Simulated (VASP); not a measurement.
Level of theory: PBE GGA, VASP's PBE PAW potentials (set 64) (plane waves; VASP 6.6.1).

The input files of a VASP run:

File POSCAR:
```
CoGa
1
    2.9376000000     0.0000000000     0.0000000000
    0.0000000000     2.9376000000     0.0000000000
    0.0000000000     0.0000000000     2.9376000000
Ga Co
1 1
Direct
  0.5000000000   0.5000000000   0.5000000000
  0.0000000000   0.0000000000   0.0000000000
```

### INCAR
```
LWAVE  =  .FALSE.
SIGMA  =  0.1   ! width (eV)
PREC  =  Accurate
ISIF  =  2   ! forces and stress, cell fixed
ALGO  =  Normal   ! blocked Davidson
GGA  =  PE   ! PBE
NELM  =  100   ! most electronic steps
LCHARG  =  .FALSE.
ISMEAR  =  1   ! Methfessel-Paxton
SYSTEM  =  CoGa
LMAXMIX  =  4   ! l cut-off of mixed one-centre charges
LASPH  =  .TRUE.   ! aspherical one-centre terms
LREAL  =  .FALSE.   ! projection in real space or not
ENCUT  =  400
EDIFF  =  1E-6   ! SCF stop (eV)
```

**KPOINTS**
```
Regular mesh
0
G
 9 9 9
0 0 0
```

POTCAR, in this order: Ga_d Co (PBE.64 set). Program: vasp_std.

The run wrote:

### OUTCAR
```
 ion  position               nearest neighbor table
   1  0.500  0.500  0.500-   2 2.54   2 2.54   2 2.54   2 2.54   2 2.54   2 2.54   2 2.54   2 2.54
  LATTYP: Found a simple cubic cell.
 ALAT       =     2.9376000000
 Subroutine PRICEL returns:
 Original cell was already a primitive cell.
 Subroutine GETGRP returns: Found 48 space group operations
The static configuration has the point symmetry O_h .
The dynamic configuration has the point symmetry O_h .
 Subroutine INISYM returns: Found 48 space group operations
 Subroutine IBZKPT returns following result:
 Found     35 irreducible k-points:

 Following reciprocal coordinates:
            Coordinates               Weight
  0.000000  0.000000  0.000000      1.000000
  0.111111  0.000000  0.000000      6.000000
  0.222222  0.000000  0.000000      6.000000
  0.333333  0.000000  0.000000      6.000000
  0.444444  0.000000  0.000000      6.000000
  0.111111  0.111111  0.000000     12.000000
  0.222222  0.111111  0.000000     24.000000
  0.333333  0.111111  0.000000     24.000000
  0.444444  0.111111  0.000000     24.000000
  0.222222  0.222222  0.000000     12.000000
...
```

File OSZICAR:
```
       N       E                     dE             d eps       ncg     rms          rms(c)
DAV:   1     0.887785377525E+02    0.88779E+02   -0.91682E+03  1106   0.219E+03
DAV:   2    -0.684999534331E+01   -0.95629E+02   -0.93574E+02  1078   0.328E+02
DAV:   3    -0.113739523519E+02   -0.45240E+01   -0.44993E+01  1281   0.761E+01
DAV:   4    -0.114380815538E+02   -0.64129E-01   -0.64120E-01  1331   0.835E+00
DAV:   5    -0.114397452812E+02   -0.16637E-02   -0.16637E-02  1398   0.114E+00    0.927E+00
DAV:   6    -0.128617749282E+02   -0.14220E+01   -0.25201E+01  1181   0.648E+01    0.129E+01
DAV:   7    -0.104525232900E+02    0.24093E+01   -0.11105E+01  1092   0.477E+01    0.156E+00
DAV:   8    -0.104409881054E+02    0.11535E-01   -0.26433E-01  1223   0.531E+00    0.671E-01
DAV:   9    -0.104346476912E+02    0.63404E-02   -0.20884E-02  1415   0.216E+00    0.143E-01
DAV:  10    -0.104343824414E+02    0.26525E-03   -0.66027E-04  1418   0.374E-01    0.622E-02
DAV:  11    -0.104343748140E+02    0.76274E-05   -0.44551E-05  1534   0.117E-01    0.125E-02
DAV:  12    -0.104343739024E+02    0.91165E-06   -0.25520E-06  1107   0.260E-02
   1 F= -.10434374E+02 E0= -.10434823E+02  d E =0.134741E-02
```

### OUTCAR
```
------------------------ aborting loop because EDIFF is reached ----------------------------------------
  FORCE on cell =-STRESS in cart. coord.  units (eV):
  Direction    XX          YY          ZZ          XY          YZ          ZX
  --------------------------------------------------------------------------------------
  Total       -1.4904588     -1.4904588     -1.4904588      0.0000000      0.0000000      0.0000000
  in kB      -94.2003625    -94.2003625    -94.2003625      0.0000000      0.0000000      0.0000000
  external PRESSURE =     -94.2003625 kB  Pullay stress =       0.0000000 kB
  volume of cell :       25.35
      direct lattice vectors                 reciprocal lattice vectors
     2.937600000  0.000000000  0.000000000     0.340413943  0.000000000  0.000000000
     0.000000000  2.937600000  0.000000000     0.000000000  0.340413943  0.000000000
     0.000000000  0.000000000  2.937600000     0.000000000  0.000000000  0.340413943
 POSITION                                       TOTAL-FORCE (eV/Angst)
 -----------------------------------------------------------------------------------
      1.46880      1.46880      1.46880         0.000000      0.000000      0.000000
      0.00000      0.00000      0.00000         0.000000      0.000000      0.000000
 -----------------------------------------------------------------------------------
    total drift:                               -0.000000      0.000000      0.000000
  FREE ENERGIE OF THE ION-ELECTRON SYSTEM (eV)
  ---------------------------------------------------
  free  energy   TOTEN  =       -10.4343739024 eV

  energy  without entropy=      -10.4357213083  energy(sigma->0) =      -10.43482304
```
(Selected blocks of OUTCAR.)

The compound is CoGa in the CsCl type structure. The cell was not relaxed at this level. The run is not spin-polarised, so no magnetic state was tried.
